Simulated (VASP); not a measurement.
# MoW under changes of volume

One of the cells (16.148 Å³/atom); the others are scaled copies at fixed shape and fractional positions:

```
W Mo
1.0
     1.58974   -2.24910    0.00000
     1.58974    2.24910    0.00000
     0.00000    0.00000    4.51631
W Mo
1 1
Direct
  0.50000 0.50000 0.50000
  0.00000 0.00000 0.00000
```

The cell comes from a database or a generator and needn't be the stable form of this composition.

- Program: VASP 6.6.1
- Functional: PBEsol
- Potentials or basis: VASP PAW PBE potentials, release 64 (W_sv, Mo_sv)
- Cutoff: 520 eV
- k mesh: 10 × 10 × 6
- Occupations: fermi-dirac, width 0.05 eV
- Spin: no spin polarisation

```csv
volume (Å³/atom),energy over the lowest point (meV/atom),pressure (GPa)
14.881,29.84,14.6
15.198,?,?
15.515,0.00,0.8
16.148,19.72,-10.5
16.465,45.11,-15.2
16.781,79.44,-19.5
```

Task: What does the run at 15.198 Å³/atom give?

Result: Energy over the lowest point 8.08 meV/atom; pressure 7.3 GPa.

Worked out: A Birch-Murnaghan fit of order 3 (a polynomial in V^(-2/3)) to the other rows has its minimum at 15.56 Å³/atom with B0 = V·E''(V) = 302 GPa and B' = 4.2 at fixed shape and positions, which overstates the stiffness. It gives 8.05 meV/atom at 15.198 Å³/atom, against the run's 8.08, and -dE/dV = 7.4 GPa, against 7.3.

Energies are extrapolated to zero smearing.

Caveats: the PAW data sets were made with another functional, which shifts forces and pressure a little.
